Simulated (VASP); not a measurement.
Write the native input for VASP 6.6.1 that does the following.

| Property | Result |
| --- | --- |
| Task | single point |
| Functional | PBE |
| Potentials or basis | VASP PAW PBE potentials, release 64 (Ca_sv, I) |
| Cutoff | 520 eV |
| k mesh | 15 × 15 × 12 |
| Occupations | gaussian, width 0.15 eV |
| Spin | no spin polarisation |
| Dipole correction | no |
| Further INCAR settings | ALGO = Fast; EDIFF = 1e-06; NBANDS = 16 |

The structure of CaI lies in POSCAR:

```
CaI
1.0
    4.1468204634      0.0000000000      0.0000000000
   -2.0734102317      3.5912518662      0.0000000000
    0.0000000000      0.0000000000      4.5762290000
Ca I
1 1
Direct
    0.0000000000      0.0000000000      0.5000000000
    0.6666666667      0.3333333333      0.0000000000
```

The cell comes from a database or a generator and needn't be the stable form of this composition.

These files were run (other wordings do the same):

INCAR

```
SYSTEM = CaI
PREC = Accurate
ENCUT = 520
EDIFF = 1E-6
ISMEAR = 0
SIGMA = 0.15
LREAL = .False.
LASPH = .True.
NELM = 100
ALGO = Fast
ISIF = 2
LWAVE = .False.
LCHARG = .False.
GGA = PE
NBANDS = 16
```

KPOINTS

```
regular mesh
0
Gamma
  15 15 12
  0 0 0
```

Potentials or basis: VASP PAW PBE potentials, release 64 (Ca_sv, I).

Launch:

```bash
$ cat potpaw_PBE.64/Ca_sv/POTCAR potpaw_PBE.64/I/POTCAR > POTCAR
$ mpirun -np 1 vasp_std > vasp.out
```

Results of the run:

```
Pressure               : -0.1 GPa
Band gap on the k mesh : none (metal or under the smearing width)
```

Caveat: an odd number of electrons without spin polarisation forces a metal; a magnetic or distorted state may lie lower.

Run time: 77 s on 1 thread of Intel(R) Xeon(R) Platinum 8559C (Emerald Rapids) (shared host), peak memory 0.35 GiB.
